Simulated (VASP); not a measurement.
Calculation: PBE GGA, VASP's PBE PAW potentials (set 64) (plane waves; VASP 6.6.1).

The input files of a VASP run:

File KPOINTS:
```
Automatic mesh
0
Gamma
11 11 11
0 0 0
```

**POSCAR**
```
Nb
1
   -1.6013150000     1.6013150000     1.6013150000
    1.6013150000    -1.6013150000     1.6013150000
    1.6013150000     1.6013150000    -1.6013150000
Nb
1
Direct
  0.0000000000   0.0000000000   0.0000000000
```

**INCAR**
```
PREC = Accurate
LASPH = T   ! aspherical one-centre terms
EDIFF = 1E-6
LREAL = F
ISMEAR = 0   ! Gaussian
ENCUT = 300
ALGO = Normal   ! blocked Davidson
LWAVE = F
GGA = PE   ! PBE
SYSTEM = Nb
ISIF = 2   ! forces and stress, cell fixed
SIGMA = 0.05   ! width (eV)
NELM = 100
LMAXMIX = 4   ! l cut-off of mixed one-centre charges
LCHARG = F
```

POTCAR, in this order: Nb_sv (PBE.64 set). Program: vasp_std.

Output

File OUTCAR:
```
 ion  position               nearest neighbor table
   1  0.000  0.000  0.000-
  LATTYP: Found a body centered cubic cell.
 ALAT       =     3.2026300000
 Subroutine PRICEL returns:
 Original cell was already a primitive cell.
 Subroutine GETGRP returns: Found 48 space group operations
The static configuration has the point symmetry O_h .
The dynamic configuration has the point symmetry O_h .
 Subroutine INISYM returns: Found 48 space group operations
 Subroutine IBZKPT returns following result:
 Found     56 irreducible k-points:

 Following reciprocal coordinates:
            Coordinates               Weight
  0.000000  0.000000  0.000000      1.000000
  0.090909  0.000000  0.000000     12.000000
  0.181818  0.000000  0.000000     12.000000
  0.272727  0.000000  0.000000     12.000000
  0.363636  0.000000  0.000000     12.000000
  0.454545  0.000000  0.000000     12.000000
  0.090909  0.090909  0.000000     24.000000
  0.181818  0.090909 -0.000000     48.000000
  0.272727  0.090909  0.000000     48.000000
  0.363636  0.090909 -0.000000     48.000000
  0.454545  0.090909 -0.000000     24.000000
  0.181818  0.181818  0.000000     24.000000
  0.272727  0.181818  0.000000     48.000000
  0.363636  0.181818 -0.000000     48.000000
  0.272727  0.272727  0.000000     24.000000
  0.363636  0.272727  0.000000     24.000000
  0.090909  0.090909  0.090909      8.000000
  0.181818  0.090909  0.090909     24.000000
  0.272727  0.090909  0.090909     24.000000
  0.363636  0.090909  0.090909     24.000000
 -0.090909  0.090909  0.090909      6.000000
  0.181818  0.181818  0.090909     24.000000
  0.272727  0.181818  0.090909     48.000000
  0.363636  0.181818  0.090909     24.000000
 -0.181818  0.181818  0.090909     24.000000
...
```

### OSZICAR
```
       N       E                     dE             d eps       ncg     rms          rms(c)
DAV:   1     0.712980984091E+02    0.71298E+02   -0.57773E+03  1170   0.896E+02
DAV:   2    -0.772318845055E+01   -0.79021E+02   -0.76583E+02  1262   0.329E+02
DAV:   3    -0.103325946332E+02   -0.26094E+01   -0.25198E+01  1652   0.505E+01
DAV:   4    -0.104319406334E+02   -0.99346E-01   -0.98766E-01  1460   0.885E+00
DAV:   5    -0.104352455786E+02   -0.33049E-02   -0.33044E-02  1646   0.130E+00    0.864E+00
DAV:   6    -0.101167372168E+02    0.31851E+00   -0.59924E-01  1714   0.101E+01    0.324E+00
DAV:   7    -0.100790980849E+02    0.37639E-01   -0.19009E-01  1740   0.550E+00    0.859E-01
DAV:   8    -0.100828193943E+02   -0.37213E-02   -0.70199E-03  1300   0.121E+00    0.669E-02
DAV:   9    -0.100827645126E+02    0.54882E-04   -0.39144E-04  1642   0.149E-01    0.379E-02
DAV:  10    -0.100827448538E+02    0.19659E-04   -0.80665E-06  1282   0.308E-02    0.187E-02
DAV:  11    -0.100827387551E+02    0.60987E-05   -0.67774E-06  1674   0.244E-02    0.555E-03
DAV:  12    -0.100827360887E+02    0.26665E-05   -0.23566E-07   630   0.697E-03    0.156E-03
DAV:  13    -0.100827344454E+02    0.16432E-05   -0.79977E-08   622   0.433E-03    0.675E-04
DAV:  14    -0.100827349887E+02   -0.54323E-06   -0.15196E-08   610   0.139E-03
   1 F= -.10082735E+02 E0= -.10081712E+02  d E =-.204508E-02
```

File OUTCAR:
```
------------------------ aborting loop because EDIFF is reached ----------------------------------------
  FORCE on cell =-STRESS in cart. coord.  units (eV):
  Direction    XX          YY          ZZ          XY          YZ          ZX
  --------------------------------------------------------------------------------------
  Total        1.9880548      1.9880548      1.9880548     -0.0000000     -0.0000000     -0.0000000
  in kB      193.9316250    193.9316250    193.9316250     -0.0000000     -0.0000000     -0.0000000
  external PRESSURE =     193.9316250 kB  Pullay stress =       0.0000000 kB
  volume of cell :       16.42
      direct lattice vectors                 reciprocal lattice vectors
    -1.601315000  1.601315000  1.601315000     0.000000000  0.312243375  0.312243375
     1.601315000 -1.601315000  1.601315000     0.312243375  0.000000000  0.312243375
     1.601315000  1.601315000 -1.601315000     0.312243375  0.312243375  0.000000000
 POSITION                                       TOTAL-FORCE (eV/Angst)
 -----------------------------------------------------------------------------------
      0.00000      0.00000      0.00000         0.000000      0.000000      0.000000
 -----------------------------------------------------------------------------------
    total drift:                               -0.000000      0.000000      0.000000
  FREE ENERGIE OF THE ION-ELECTRON SYSTEM (eV)
  ---------------------------------------------------
  free  energy   TOTEN  =       -10.0827349887 eV

  energy  without entropy=      -10.0806899056  energy(sigma->0) =      -10.08171245
```
(Selected blocks of OUTCAR.)

At this cut-off the stress carries a Pulay error, which pulls relaxed volumes low.

The structure is a typed Nb crystal (Im-3m). The cell was not relaxed at this level, and its volume differs by -5.9 % from the start's.
